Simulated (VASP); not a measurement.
The system is Co.

```
CELL_PARAMETERS angstrom
2.50740 0.00000 0.00000
-1.25370 2.17147 0.00000
0.00000 0.00000 4.06990
ATOMIC_POSITIONS crystal
Co 0.33333 0.66667 0.25000
Co 0.66667 0.33333 0.75000
```

| Item | Value |
| --- | --- |
| Program | VASP 6.6.1 |
| Task | relaxation of cell and atoms |
| Functional | PBE |
| Potentials or basis | VASP PAW PBE potentials, release 64 (Co) |
| Cutoff | 600 eV |
| k mesh | 18 × 18 × 9 |
| Occupations | methfessel-paxton, width 0.1 eV |
| Spin | collinear spin, ferromagnetic start |
| Starting moments | [3.0, 3.0] μB |

At the start: pressure -5.3 GPa; volume 11.08 Å³/atom.

Where does the relaxation end?

Over 5 steps the energy falls by 4.8 meV/atom and the volume is 10.79 Å³/atom (-2.6 %); space group P6_3/mmc (No. 194, to 0.05 Å); moment 3.16 μB per cell.

The path:
| step | energy change (eV) | largest force (eV/Å) | pressure (GPa) | volume (Å³) |
| --- | --- | --- | --- | --- |
| 1 | 0.0000 | 0.0000 | -5.26 | 22.16 |
| 2 | 0.0017 | 0.0000 | 6.30 | 21.01 |
| 3 | -0.0095 | 0.0000 | -0.02 | 21.60 |
| 4 | -0.0095 | 0.0000 | 0.13 | 21.59 |
| 5 | -0.0096 | 0.0000 | 0.08 | 21.59 |

Final structure:
```xyz
2
Lattice="2.4884 0.0000 0.0000 -1.2442 2.1550 0.0000 0.0000 0.0000 4.0260" Properties=species:S:1:pos:R:3 pbc="T T T"
Co    0.0000    1.4367    1.0065
Co    1.2442    0.7183    3.0195
```
